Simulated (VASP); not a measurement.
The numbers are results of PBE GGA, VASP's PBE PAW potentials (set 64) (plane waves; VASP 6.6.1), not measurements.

The input files of a VASP run:

INCAR:
```
! general
SYSTEM   =  Pb
PREC     =  Accurate
ENCUT    =  400
LREAL    =  .False.
LASPH    =  .True.

! electronic loop
EDIFF    =  1E-6
NELM     =  100
ALGO     =  Normal
LMAXMIX  =  4

! smearing
ISMEAR   =  1
SIGMA    =  0.1

! functional
GGA      =  PE

! ions
IBRION   =  2
NSW      =  60
ISIF     =  3
EDIFFG   =  -0.01

! output
LWAVE    =  .False.
LCHARG   =  .False.
```

File POSCAR:
```
Pb
1.0
  0.0000000000   2.5117489325   2.5117489325
  2.5117489325   0.0000000000   2.5117489325
  2.5117489325   2.5117489325   0.0000000000
Pb
1
Cart
  0.0000000000   0.0000000000   0.0000000000
```

File KPOINTS:
```
Automatic mesh
0
Gamma
11 11 11
0 0 0
```

POTCAR, in this order: Pb_d (PBE.64 set). Program: vasp_std.

The resulting files:

### OSZICAR
```
       N       E                     dE             d eps       ncg     rms          rms(c)
DAV:   1     0.943964204955E+02    0.94396E+02   -0.64643E+03  1235   0.123E+03
DAV:   2     0.757072942431E+00   -0.93639E+02   -0.91958E+02  1268   0.303E+02
DAV:   3    -0.347415884830E+01   -0.42312E+01   -0.42166E+01  1468   0.767E+01
DAV:   4    -0.357204848066E+01   -0.97890E-01   -0.97872E-01  1486   0.129E+01
DAV:   5    -0.357618932421E+01   -0.41408E-02   -0.41408E-02  1588   0.229E+00    0.495E-01
DAV:   6    -0.356781657769E+01    0.83727E-02   -0.14484E-02  1483   0.227E+00    0.254E-01
DAV:   7    -0.356599248333E+01    0.18241E-02   -0.65067E-03  1466   0.143E+00    0.921E-02
DAV:   8    -0.356598371599E+01    0.87673E-05   -0.39764E-04  1430   0.378E-01    0.102E-02
DAV:   9    -0.356598195605E+01    0.17599E-05   -0.11330E-05  1583   0.617E-02    0.481E-03
DAV:  10    -0.356598129656E+01    0.65949E-06   -0.11236E-06  1000   0.116E-02
   1 F= -.35659813E+01 E0= -.35659952E+01  d E =-.356598E+01
       N       E                     dE             d eps       ncg     rms          rms(c)
DAV:   1    -0.356668084819E+01   -0.69889E-03   -0.20744E-02  1442   0.320E+00    0.136E-01
DAV:   2    -0.356608013334E+01    0.60071E-03   -0.11883E-03  1436   0.747E-01    0.484E-02
DAV:   3    -0.356599306122E+01    0.87072E-04   -0.35103E-04  1551   0.389E-01    0.383E-03
DAV:   4    -0.356599156277E+01    0.14984E-05   -0.37249E-06  1292   0.214E-02    0.214E-03
DAV:   5    -0.356598997593E+01    0.15868E-05   -0.22625E-06  1265   0.134E-02    0.121E-03
DAV:   6    -0.356599007643E+01   -0.10050E-06   -0.12211E-07   655   0.702E-03
   2 F= -.35659901E+01 E0= -.35660040E+01  d E =-.877987E-05
```

### OUTCAR
```
------------------------ aborting loop because EDIFF is reached ----------------------------------------
  FORCE on cell =-STRESS in cart. coord.  units (eV):
  Direction    XX          YY          ZZ          XY          YZ          ZX
  --------------------------------------------------------------------------------------
  Total       -0.0037529     -0.0037529     -0.0037529     -0.0000000      0.0000000     -0.0000000
  in kB       -0.1893417     -0.1893417     -0.1893417     -0.0000000      0.0000000     -0.0000000
  external PRESSURE =      -0.1893417 kB  Pullay stress =       0.0000000 kB
  volume of cell :       31.76
      direct lattice vectors                 reciprocal lattice vectors
     0.000000000  2.513440646  2.513440646    -0.198930498  0.198930498  0.198930498
     2.513440646 -0.000000000  2.513440646     0.198930498 -0.198930498  0.198930498
     2.513440646  2.513440646 -0.000000000     0.198930498  0.198930498 -0.198930498
 POSITION                                       TOTAL-FORCE (eV/Angst)
 -----------------------------------------------------------------------------------
      0.00000      2.51344      2.51344         0.000000     -0.000000     -0.000000
 -----------------------------------------------------------------------------------
    total drift:                               -0.000000     -0.000000      0.000000
  FREE ENERGIE OF THE ION-ELECTRON SYSTEM (eV)
  ---------------------------------------------------
  free  energy   TOTEN  =        -3.5659900764 eV

  energy  without entropy=       -3.5660317083  energy(sigma->0) =       -3.56600395

 reached required accuracy - stopping structural energy minimisation
```
(Selected blocks of OUTCAR.)

### CONTCAR
```
Pb
   1.00000000000000
     0.0000000000000000    2.5134406463529007    2.5134406463529007
     2.5134406463529007   -0.0000000000000000    2.5134406463529007
     2.5134406463529007    2.5134406463529007   -0.0000000000000000
  Pb
     1
Direct
     1.0000000000000000    0.0000000000000000    0.0000000000000000
```

The compound is Pb in the fcc structure. This run relaxes it. Symmetry was kept, so distortions that lower it aren't found. The start is the result of an earlier pass.
